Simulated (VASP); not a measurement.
Input:

```
BaTiO3
1.0
    4.06231     0.00000     0.00000
    0.00000     4.06231     0.00000
    0.00000     0.00000     4.19799
Ba Ti O
1 1 3
Direct
  0.00000   0.00000   0.00442
  0.50000   0.50000   0.52333
  0.50000   0.50000   0.96881
  0.00000   0.50000   0.48372
  0.50000   0.00000   0.48372
```

The numbers are results of PBE GGA with D3 dispersion (Becke-Johnson damping), VASP's PBE PAW potentials (set 64) (plane waves; VASP), not measurements. Run with 520 eV cut-off, 6×6×6 Γ-centred mesh, Gaussian smearing of 0.050 eV, potentials Ba_sv Ti_sv O.

Problem. The ions and cell shape at fixed volume are relaxed. Give the cell that the relaxation ends in.

Solution. 
```
BaTiO3
1.0
    3.99530     0.00000     0.00000
    0.00000     3.99530     0.00000
    0.00000     0.00000     4.34000
Ba Ti O
1 1 3
Direct
  0.00000   0.00000   0.01874
  0.50000   0.50000   0.53549
  0.50000   0.50000   0.95060
  0.00000   0.50000   0.47958
  0.50000   0.00000   0.47958
```
Space group P4mm (99), at a tolerance of 0.03 Å.

Problem. How much energy does the relaxation gain?

Solution. The energy (σ→0) changes by -8.4 meV/atom, in 16 ionic steps.

```tsv
step	E(σ→0) (eV)	max force (eV/Å)	pressure (GPa)	volume (Å³)
1	-41.2195	0.598	-8.29	69.28
2	-41.2369	0.119	-7.07	69.28
3	-41.2373	0.112	-6.83	69.28
4	-41.2475	0.113	-6.26	69.28
5	-41.2556	0.251	-4.44	69.28
6	-41.2563	0.201	-4.86	69.28
7	-41.2574	0.252	-5.38	69.28
8	-41.2584	0.114	-5.18	69.28
9	-41.2604	0.077	-5.11	69.28
10	-41.2606	0.067	-5.06	69.28
11	-41.2612	0.024	-4.94	69.28
12	-41.2613	0.015	-4.86	69.28
13	-41.2613	0.073	-4.88	69.28
14	-41.2614	0.034	-4.87	69.28
15	-41.2615	0.015	-4.78	69.28
16	-41.2615	0.004	-4.72	69.28
```

The compound is BaTiO3 in the tetragonal perovskite structure. This cell is one point of a volume scan, at 1.06 of the reference volume. Symmetry was kept, so distortions that lower it aren't found.
